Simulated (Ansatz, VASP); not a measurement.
# C (linear C chain): VASP beside Ansatz

Wanted: the spread between two codes on one cell, functional and k mesh. The structure shown is the end of the Ansatz relaxation below.

Method: plane waves, with VASP 6.6.1 beside it; single point at PBE and single point at r2SCAN, in Ansatz 0.2.0.

### 1. The starting structure

The cell holds 1 atom: 1 C. Cell: a = 7.500 Å, b = 7.500 Å, c = 1.283 Å, α = 90.0°, β = 90.0°, γ = 90.0°. Vacuum lies along a and b. The structure's axis is c.

### 2. Ansatz: relaxation, PBE

Ansatz runs on its default PAW (the set named soft_2) files.

This run makes the geometry at which the two programs are then compared.

input.yaml

```yaml
crystal:
  lattice:
    - [7.5, 0.0, 0.0]
    - [0.0, 7.5, 0.0]
    - [0.0, 0.0, 1.4136]
  atoms:
    - { symbol: C, position: [0.5, 0.5, 0.0] }
kpoints:
  mp_grid: { grid: [1, 1, 57] }
scf:
  occupations: { method: fermi_dirac, width: 0.05 }
hamiltonian:
  xc: pbe
relax:
  cell: { fix: [a, b, alpha, beta, gamma] }
  max_steps: 60
```

The run is started by

```bash
ansatz run input.yaml --threads 4 --pin off --max-ram 8192MiB --backend cpu --events-out ev --progress --plain --runs-dir out
```

Numbers of over 12 decimals in the logs are rounded to 6 here.

The log of the run:

```text
Engine: ansatz 0.2.0, aarch64-unknown-linux-gnu
Pseudopotentials: kind: paw
Pseudopotential: C, paw, valence charge 4, recommended cutoff 420 eV (normal), C.paw.azcp
Functional definition: PBE
  parameter kappa = 0.804
  parameter beta = 0.066725
  exchange = pbe_x(kappa = kappa, mu = beta*pi^2/3)
  correlation = pbe_c(beta = beta)
Crystal: 1 atoms, lattice volume = 79.515 Å³
Basis set: ecut = 420 eV, 1581 PW (Γ), exchange–correlation on 108×108×20 points (8 copies of the dense FFT grid, shifted against one another)
Bands: 6, of which v1, the nominal top of the filled ones, is band 2 counted from 1 (1 counted from 0)
Symmetry: 16 space group operations
Space group: P4/mmm (ITA 123), of the structure as read, at distance tolerance 4.3e-5 Å
k-points: 29 of 57
Non-local potential: C, projectors of the file, l = 0: 2, l = 1: 2, l = 2: 1
PAW form: soft (Blöchl's): semilocal exchange-correlation on the pseudo side does not see the compensation charge
PAW one-centre angular grid: C, 110 points (default); XC on 64 Gauss nodes
Initial density: superposition of atomic densities (neutral atoms: chi_scale 0, normalization atom), corrected by the library's trained network
Initial wavefunctions: pseudopotential atomic-orbital guess
Functional: x = pbe(κ = 0.804, μ = 0.219515), c = pbe(β = 0.066725)
SCF iter   1: F=—  HF=-249.440737 eV  |F-HF|=—  |Δ(HF+E_count)|=         —  Δρ=2.06e-3  dr2=3.40e-3  ethr=1.77e-3  ⟨swp⟩=5.4  Hψ=1472  notcnv=0
preconditioner: auto → LDOS  [insulator: Δε(μ)=0.585 eV  Ē_g=16.159 eV  σ=0.050 eV  W_gap=0.75  n_scr=8 (ndim 8)  ℏωp=8.3 eV  f_vac=0.733  D(μ)=0.53/eV (n_scr^D=4)  ε∞_Penn≈1.3  β→1.0]
SCF iter   2: F=—  HF=-249.442026 eV  |F-HF|=—  |Δ(HF+E_count)|=   1.29e-3  Δρ=5.56e-4  dr2=1.18e-4  ethr=8.49e-5  ⟨swp⟩=2.7  Hψ=541  notcnv=0  defer=12
SCF iter   3: F=—  HF=-249.442114 eV  |F-HF|=—  |Δ(HF+E_count)|=   8.83e-5  Δρ=9.33e-5  dr2=1.25e-5  ethr=2.94e-6  ⟨swp⟩=2.4  Hψ=259  notcnv=0  defer=12
SCF iter   4: F=—  HF=-249.442122 eV  |F-HF|=—  |Δ(HF+E_count)|=   7.69e-6  Δρ=1.30e-5  dr2=4.70e-8  ethr=3.13e-7  ⟨swp⟩=2.2  Hψ=215  notcnv=0  defer=12
iter 5 did not close the SCF: its close was put off for the readings that it lacked (scf_convergence_deferred on its scf_iter line)
SCF iter   5: F=-249.442122 eV  HF=-249.442122 eV  |F-HF|=1.64e-9  |Δ(HF+E_count)|=   6.32e-7  Δρ=1.29e-6  dr2=6.09e-10  ethr=1.17e-9  ⟨swp⟩=2.1  Hψ=221  notcnv=0  defer=12
SCF iter   6: F=-249.442122 eV  HF=-249.442122 eV  |F-HF|=1.15e-10  |Δ(HF+E_count)|=   1.62e-9  Δρ=1.30e-7  dr2=4.14e-12  ethr=1.52e-11  ⟨swp⟩=1.3  Hψ=489  notcnv=0
SCF 1 converged in 6 iterations: F = -249.442122 eV  dr2 = 4.14e-12
  greatest PAW one-centre occupation: 0.628 electrons in one spin orbital (limit 2), on the C atom at site 0 (counted from 0), in its partial waves of l = 0
relax step   1: F+E_penalty+E_count = -249.44212248 eV  Δ(F+E_penalty+E_count) = +0.000e0 eV  max|allowed force component| = 0.000e0 eV/Å  Δτ_max = 0.0000 Å  P = -6.616 GPa  Ω = 79.515 Å³  fix = [a, b, alpha, beta, gamma]  reactions: a +0.018, b +0.018 GPa  (6 SCF iters, dr2 threshold 1.00e-7 eV, accepted)
[...]
relax step   3: F+E_penalty+E_count = -249.95871386 eV  Δ(F+E_penalty+E_count) = -1.302e-1 eV  max|allowed force component| = 0.000e0 eV/Å  Δτ_max = 0.0000 Å  P = +0.530 GPa  Ω = 71.762 Å³  energy of the carried Pulay correction = +2.330e-3 eV  fix = [a, b, alpha, beta, gamma]  reactions: a +0.033, b +0.033 GPa  (6 SCF iters, dr2 threshold 1.00e-7 eV, accepted)
[...]
relax step   4: F+E_penalty+E_count = -249.96041454 eV  Δ(F+E_penalty+E_count) = -1.701e-3 eV  max|allowed force component| = 0.000e0 eV/Å  Δτ_max = 0.0000 Å  P = +0.009 GPa  Ω = 72.160 Å³  energy of the carried Pulay correction = +2.201e-3 eV  fix = [a, b, alpha, beta, gamma]  reactions: a +0.033, b +0.033 GPa  (5 SCF iters, dr2 threshold 1.00e-7 eV, accepted)
[...]
relax step   5: F+E_penalty+E_count = -249.95914738 eV  Δ(F+E_penalty+E_count) = +1.267e-3 eV  max|allowed force component| = 0.000e0 eV/Å  Δτ_max = 0.0000 Å  P = -0.015 GPa  Ω = 72.160 Å³  fix = [a, b, alpha, beta, gamma]  reactions: a +0.013, b +0.013 GPa  stress off target by 7.21e-2 GPa on what of the cell is left free  SCF on the basis re-selected at this cell (its energy is not comparable with the rows above)  (5 SCF iters)
[...]
relax step   6: F+E_penalty+E_count = -249.95915803 eV  Δ(F+E_penalty+E_count) = -1.065e-5 eV  max|allowed force component| = 0.000e0 eV/Å  Δτ_max = 0.0000 Å  P = +0.008 GPa  Ω = 72.141 Å³  energy of the carried Pulay correction = +6.447e-6 eV  fix = [a, b, alpha, beta, gamma]  reactions: a +0.013, b +0.013 GPa  (3 SCF iters, dr2 threshold 1.30e-8 eV, accepted)
[...]
relax step   7: F+E_penalty+E_count = -249.95914607 eV  Δ(F+E_penalty+E_count) = +1.196e-5 eV  max|allowed force component| = 0.000e0 eV/Å  Δτ_max = 0.0000 Å  P = +0.008 GPa  Ω = 72.141 Å³  fix = [a, b, alpha, beta, gamma]  reactions: a +0.013, b +0.013 GPa  stress off target by 1.17e-3 GPa on what of the cell is left free  SCF on the basis re-selected at this cell (its energy is not comparable with the rows above)  (3 SCF iters)
basis re-selected at this cell: Δ(F+E_penalty+E_count) = +1.196e-5 eV, ΔP = +0.000 GPa vs the last step (what re-selecting the basis moved, of the pressure what is left beyond the Pulay correction that the steps carried, after the strain that the cell walked since its last selection, with what the two solves' SCF thresholds leave and, on support functions, any second-order correction that the steps lacked; it is no measure of the basis error at this ecutwfc). This SCF's stress stands 1.17e-3 GPa from its target on what of the cell is left free (relax.cell.stress_tol is 5.00e-2 GPa) and its largest allowed force component is 0.00e0 eV/Å (relax.f_tol is 1.00e-2 eV/Å): [rest of the remark cut]
SCF converged after 3 iterations
Free energy (F): -249.959146 eV
Harris-Foulkes:  -249.959146 eV  (|F-HF|=2.90e-12)
Internal energy: -249.955200 eV  (E = F + TS)
E sigma→0 (E₀):  -249.957173 eV
Entropy (-TS):   -0.003946 eV (-3.946 meV/atom)
Fermi energy:    -3.929297 eV
--- Per-component energies (eV) ---
  E_band       = -48.247172
  E_kinetic    = 88.451170
  E_local      = -462.316617  (includes V_loc(G=0)·N_el)
  E_nonlocal   = 27.911886
  E_hartree    = 181.071600
  E_xc         = -46.660841
  E_vxc        = -57.552394  (∫ρ·V_xc dr)
  E_paw        = -99.421734  (= ΣΔE_a)
  E_vpaw       = -6.884433  (= ΣTr[D̂ρ^β])
  E_aug_tail   = 0.000008  (compensation charges beyond the density's cutoff)
  E_ewald      = 61.009328
  E_smearing   = -0.003946  (= −TS)
  E_closure    = 0.000000  (closes the sum)
  Σ components = -249.959146   (vs F -249.959146, Δ=0.00e0)
--- Forces (eV/Å), atoms counted from 1 ---
  atom   1  C      0.00000000     0.00000000     0.00000000
  max |Σ_I F_I| component: 1.10e-29 eV/Å
--- Stress (GPa, compression-positive) ---
        0.013066       0.000000       0.000000
        0.000000       0.013066       0.000000
        0.000000       0.000000      -0.001173
  P = ⅓ Tr σ = 0.0083 GPa (0.083 kbar)
--- Relaxed structure (5 steps of the walk, 5 accepted, 2 SCFs on fresh bases) ---
  F+E_penalty+E_count = -249.95914607 eV   max|allowed force component| = 0.000e0 eV/Å   (the final SCF, on the basis selected at the relaxed cell)
  cell:  # Å, volume = 72.1415 Å³
    - [7.5, 0.0, 0.0]
    - [0.0, 7.5, 0.0]
    - [0.0, 0.0, 1.282516]
  atoms:
    - { symbol: C, position: [0.5, 0.5, 0.0] }
```

The column dr2 measures how far the density is from self-consistency, as an energy; F and HF (Harris–Foulkes) agree once it is small.

### 3. VASP: single point, PBE

The same cell, functional, mesh and smearing now go to VASP, with its own data sets.

Lines of VASP's logs that name or quote its potential files are left out, and so is its time.

INCAR

```
SYSTEM = C
PREC = Accurate
ENCUT = 600
EDIFF = 1E-06
NELM = 120
ISMEAR = -1
SIGMA = 0.05
LREAL = .FALSE.
ALGO = Normal
GGA = PE
NBANDS = 8
LORBIT = 11
LWAVE = .FALSE.
LCHARG = .FALSE.
ISIF = 2
LASPH = .TRUE.
GGA_COMPAT = .FALSE.
```

POSCAR

```
C
1.0
    7.5000000000      0.0000000000      0.0000000000
    0.0000000000      7.5000000000      0.0000000000
    0.0000000000      0.0000000000      1.2825155256
C
1
Direct
    0.5000000000      0.5000000000      0.0000000000
```

KPOINTS

```
Automatic mesh
0
Gamma
1 1 57
0 0 0
```

PAW data sets: C (PBE family, release 64).

The run is started by

```bash
mpirun -np 1 vasp_std
```

The log of the run:

```text
[banner, memory and clock lines left out]
running    1 mpi-ranks, on    1 nodes
 distrk:  each k-point on    1 cores,    1 groups
 distr:  one band on    1 cores,    1 groups

 POSCAR found type information on POSCAR C
 POSCAR found :  1 types and       1 ions
 LDA part: xc-table for (Slater+PW92), standard interpolation
 POSCAR, INCAR and KPOINTS ok, starting setup
 FFT: planning ... GRIDC
 FFT: planning ... GRID_SOFT
 FFT: planning ... GRID
 WAVECAR not read
 entering main loop
       N       E                     dE             d eps       ncg     rms          rms(c)
DAV:   1     0.139445596040E+02    0.13945E+02   -0.22199E+03   496   0.407E+02
DAV:   2    -0.811705481786E+01   -0.22062E+02   -0.17990E+02   592   0.664E+01
DAV:   3    -0.909907147698E+01   -0.98202E+00   -0.97107E+00   608   0.187E+01
DAV:   4    -0.910853133352E+01   -0.94599E-02   -0.94389E-02   720   0.196E+00
DAV:   5    -0.910854050648E+01   -0.91730E-05   -0.91736E-05   592   0.616E-02    0.491E+00
DAV:   6    -0.844343568852E+01    0.66510E+00   -0.88587E-01   512   0.451E+00    0.272E+00
DAV:   7    -0.825025802847E+01    0.19318E+00   -0.78075E-01   640   0.418E+00    0.854E-01
DAV:   8    -0.824741381322E+01    0.28442E-02   -0.94678E-03   576   0.617E-01    0.121E-01
DAV:   9    -0.824699980827E+01    0.41400E-03   -0.82944E-04   592   0.132E-01    0.903E-02
DAV:  10    -0.824813497179E+01   -0.11352E-02   -0.27683E-03   464   0.196E-01    0.134E-01
DAV:  11    -0.824817071931E+01   -0.35748E-04   -0.22148E-05   544   0.343E-02    0.522E-02
DAV:  12    -0.824861819814E+01   -0.44748E-03   -0.13915E-04   576   0.576E-02    0.172E-02
DAV:  13    -0.824868667742E+01   -0.68479E-04   -0.17534E-05   576   0.193E-02    0.904E-03
DAV:  14    -0.824873651471E+01   -0.49837E-04   -0.40521E-06   512   0.933E-03    0.743E-04
DAV:  15    -0.824874182368E+01   -0.53090E-05   -0.32669E-07   560   0.272E-03    0.253E-03
DAV:  16    -0.824874243913E+01   -0.61545E-06   -0.57255E-08   520   0.108E-03
   1 F= -.82487424E+01 E0= -.82467693E+01  d E =-.394636E-02
```

From OUTCAR (step 3):

```text
ion  position               nearest neighbor table
   1  0.500  0.500  0.000-

  LATTYP: Found a simple tetragonal cell.
 ALAT       =     7.5000000000
 C/A-ratio  =     0.1710020701

 Subroutine GETGRP returns: Found 16 space group operations
 (whereof 16 operations were pure point group operations)

The static configuration has the point symmetry D_4h.

 Found     29 irreducible k-points:

   k-points           NKPTS =     29   k-points in BZ     NKDIM =     29   number of bands    NBANDS=      8

   dimension x,y,z NGX =    60 NGY =   60 NGZ =   10
   dimension x,y,z NGXF=   120 NGYF=  120 NGZF=   20

   ENCUT  =  600.0 eV  44.10 Ry    6.64 a.u.  14.98 14.98  2.56*2*pi/ulx,y,z

   NELECT =       4.0000    total number of electrons

 k-points in reciprocal lattice and weights: Automatic mesh
   0.00000000  0.00000000  0.00000000       0.018
   0.00000000  0.00000000  0.01754386       0.035
   0.00000000  0.00000000  0.03508772       0.035
   0.00000000  0.00000000  0.05263158       0.035
   0.00000000  0.00000000  0.07017544       0.035
   0.00000000  0.00000000  0.08771930       0.035
   0.00000000  0.00000000  0.10526316       0.035
   0.00000000  0.00000000  0.12280702       0.035
   0.00000000  0.00000000  0.14035088       0.035
[...]
0.00000000  0.00000000  0.47368421       0.035
   0.00000000  0.00000000  0.49122807       0.035

 average (electrostatic) potential at core
       1 -59.4457

 E-fermi :  -4.2147

 k-point     1 :       0.0000    0.0000    0.0000
  band No.  band energies     occupation
      1     -20.3450      2.00000
      2      -9.3985      2.00000
      3      -9.3985      2.00000
      4      -0.0183      0.00000
      5       2.2179      0.00000
      6       2.7076      0.00000
      7       2.7076      0.00000
      8       3.6999      0.00000

 k-point     2 :       0.0000    0.0000    0.0175
  band No.  band energies     occupation
      1     -20.3291      2.00000
      2      -9.3719      2.00000
      3      -9.3719      2.00000
      4       0.0086      0.00000
      5       2.2460      0.00000
      6       2.7355      0.00000
      7       2.7355      0.00000
      8       3.7262      0.00000

 k-point     3 :       0.0000    0.0000    0.0351
  band No.  band energies     occupation
      1     -20.2812      2.00000
      2      -9.2923      2.00000
      3      -9.2923      2.00000
      4       0.0895      0.00000
      5       2.3304      0.00000
      6       2.8192      0.00000
      7       2.8192      0.00000
      8       3.8053      0.00000

  Total       -0.0087494     -0.0087494     -0.0605910      0.0000000     -0.0000000      0.0000000
  in kB       -0.1943137     -0.1943137     -1.3456550      0.0000000     -0.0000000      0.0000000
  external PRESSURE =      -0.5780942 kB  Pullay stress =       0.0000000 kB

  energy-cutoff  :      600.00
  volume of cell :       72.14
      direct lattice vectors                 reciprocal lattice vectors
     7.500000000  0.000000000  0.000000000     0.133333333  0.000000000  0.000000000
     0.000000000  7.500000000  0.000000000     0.000000000  0.133333333  0.000000000
     0.000000000  0.000000000  1.282515526     0.000000000  0.000000000  0.779717656

 POSITION                                       TOTAL-FORCE (eV/Angst)
 -----------------------------------------------------------------------------------
      3.75000      3.75000      0.00000         0.000000      0.000000      0.000000
 -----------------------------------------------------------------------------------
    total drift:                                0.000000      0.000000      0.000000

  FREE ENERGIE OF THE ION-ELECTRON SYSTEM (eV)
  ---------------------------------------------------
  free  energy   TOTEN  =        -8.2487424391 eV

  energy  without entropy=       -8.2447960759  energy(sigma->0) =       -8.24676926

 total charge
# of ion       s       p       d       tot
------------------------------------------
    1        0.890   1.791   0.000   2.681

[... 3 further parts left out ...]
```

### 4. Differences

Known differences besides the potentials themselves: the cutoff is 420 eV in Ansatz and 600 eV in VASP; Ansatz's pressure holds a Pulay correction, VASP's none. Total energies have different zeros and are not compared.

The two programs side by side:

```
      quantity  Ansatz   VASP  difference
pressure (GPa)    0.01  -0.06       +0.07
```

### 5. Ansatz: relaxation, r2SCAN

This run makes the geometry at which the two programs are then compared. The cell compared in this pair holds 71.70 Å³, against 72.14 Å³ for the pair before.

The structure compared here is the end of the Ansatz relaxation.

input.yaml, the sections that differ from step 2:

```yaml
crystal:
  lattice:
    - [7.5, 0.0, 0.0]
    - [0.0, 7.5, 0.0]
    - [0.0, 0.0, 1.4136]
  atoms:
    - { symbol: C, position: [0.5, 0.5, 0.0], spin: 0.3 }
magnetization:
  spin_polarized: true
hamiltonian:
  xc: r2scan
# kpoints, scf, relax: as in step 2
```

The run is started by

```bash
ansatz run input.yaml --threads 4 --pin off --max-ram 8192MiB --backend cpu --events-out ev --progress --plain --runs-dir out
```

The log of the run:

```text
[...]
Crystal: 1 atoms, lattice volume = 79.515 Å³
Basis set: ecut = 500 eV, 2069 PW (Γ), exchange–correlation on 240×240×48 points (64 copies of the dense FFT grid, shifted against one another)
Bands: 7, of which v1, the nominal top of the filled ones, is band 2 counted from 1 (1 counted from 0)
[... 1 set-up line as in the run before ...]
[...]
0.017389       0.000000       0.000000
        0.000000       0.017389       0.000000
        0.000000       0.000000       0.016812
  P = ⅓ Tr σ = 0.0172 GPa (0.172 kbar)
--- Relaxed structure (4 steps of the walk, 4 accepted, 1 SCFs on fresh bases) ---
[...]
cell:  # Å, volume = 71.6993 Å³
    - [7.5, 0.0, 0.0]
    - [0.0, 7.5, 0.0]
    - [0.0, 0.0, 1.274654]
  atoms:
    - { symbol: C, position: [0.5, 0.5, 0.0] }
[key lines of the parts left out:]
SCF converged after 6 iterations
Magnetization: -0.0000 μB (2.0000 up, 2.0000 down)
Free energy (F): -250.598434 eV
Fermi energy:    -3.973022 eV
```

### 6. VASP: single point, r2SCAN

The same cell, functional, mesh and smearing now go to VASP, with its own data sets.

INCAR

```
SYSTEM = C
PREC = Accurate
ENCUT = 660
EDIFF = 1E-06
NELM = 200
ISMEAR = -1
SIGMA = 0.05
LREAL = .FALSE.
ALGO = Normal
METAGGA = R2SCAN
LASPH = .TRUE.
NBANDS = 8
ISPIN = 2
MAGMOM = -0
LORBIT = 11
LWAVE = .FALSE.
LCHARG = .FALSE.
ISIF = 2
GGA_COMPAT = .FALSE.
LMIXTAU = .TRUE.
```

Changes to POSCAR since step 3:

```diff
@@ -4,3 +4,3 @@
     0.0000000000      7.5000000000      0.0000000000
-    0.0000000000      0.0000000000      1.2825155256
+    0.0000000000      0.0000000000      1.2746544694
 C
```

KPOINTS is that of step 3.

The run is started by

```bash
mpirun -np 1 vasp_std
```

The log of the run:

```text
[banner, memory and clock lines left out]
running    1 mpi-ranks, on    1 nodes
[...]
|                                                                             |
|               ----> ADVICE to this user running VASP <----                  |
|                                                                             |
|     You enforced a specific xc type in the INCAR file but a different       |
|     [... a line on the potential file left out ...]
|     I HOPE YOU KNOW WHAT YOU ARE DOING!                                     |
|                                                                             |

 LDA part: xc-table for (None), standard interpolation
 POSCAR, INCAR and KPOINTS ok, starting setup
[...]
entering main loop
       N       E                     dE             d eps       ncg     rms          rms(c)
DAV:   1     0.155426054785E+02    0.15543E+02   -0.23334E+03   984   0.443E+02
DAV:   2    -0.933497589459E+01   -0.24878E+02   -0.18709E+02  1256   0.662E+01
DAV:   3    -0.105394484139E+02   -0.12045E+01   -0.11789E+01  1264   0.200E+01
DAV:   4    -0.105525501267E+02   -0.13102E-01   -0.13092E-01  1416   0.212E+00
[...]
DAV:  25    -0.888103409664E+01   -0.46289E-04   -0.39903E-06   928   0.225E-02    0.400E-04
DAV:  26    -0.888103847463E+01   -0.43780E-05   -0.23839E-07  1064   0.537E-03    0.344E-04
DAV:  27    -0.888103836074E+01    0.11389E-06   -0.31280E-08   992   0.205E-03
   1 F= -.88810384E+01 E0= -.88790652E+01  d E =-.394626E-02  mag=     0.0000
```

Parts of OUTCAR (step 6):

```text
  Total       -0.0194040     -0.0194040     -0.0264930      0.0000000     -0.0000000     -0.0000000
  in kB       -0.4335971     -0.4335971     -0.5920063      0.0000000     -0.0000000     -0.0000000
  external PRESSURE =      -0.4864001 kB  Pullay stress =       0.0000000 kB

 POSITION                                       TOTAL-FORCE (eV/Angst)
 -----------------------------------------------------------------------------------
      3.75000      3.75000      0.00000         0.000000      0.000000      0.000000
 -----------------------------------------------------------------------------------
    total drift:                                0.000000     -0.000000     -0.000000

  FREE ENERGIE OF THE ION-ELECTRON SYSTEM (eV)
  ---------------------------------------------------
  free  energy   TOTEN  =        -8.8810383607 eV

  energy  without entropy=       -8.8770920994  energy(sigma->0) =       -8.87906523

 magnetization (x)
# of ion       s       p       d       tot
------------------------------------------
    1        0.000   0.000   0.000   0.000

[... 1 part as in an earlier step ...]

[... 2 further parts left out ...]
[key lines of the parts left out:]
E-fermi :  -4.2694
```

The PAW data sets were made with PBE, which is usual practice but a small mismatch for other functionals.

### 7. Comparison

What differs besides the data sets and the points named for the pairs above, as far as they apply: VASP keeps PBE cores, Ansatz makes them for the functional; the cutoff is 500 eV in Ansatz and 660 eV in VASP. Total energies have different zeros and are not compared.

Both answers:

```
      quantity  Ansatz   VASP  difference
pressure (GPa)    0.02  -0.05       +0.07
```

### 8. What came out

```yaml
difference_in_pressure_single_point_pbe: 0.066 GPa
difference_in_pressure_single_point_r2scan: 0.066 GPa
```

**Reading.** The difference in pressure is 0.066 GPa (single point, PBE), within the 1 GPa picked in this series as the mark of a large difference. How closely two codes agree says nothing of how well the functional describes the real material.

[Lines on the potential files, build, host, timing and source positions are cut from VASP's logs without a mark.]

[Logs are printed without paths, hosts, clocks, repeated set-up lines and the standing remarks that a program may print on its own settings, such as how far it seeks lower states.]

[Hosts, paths, dates, database ids (printed as entryN), source tags and the programs' standing remarks are cut or masked in the printed files.]
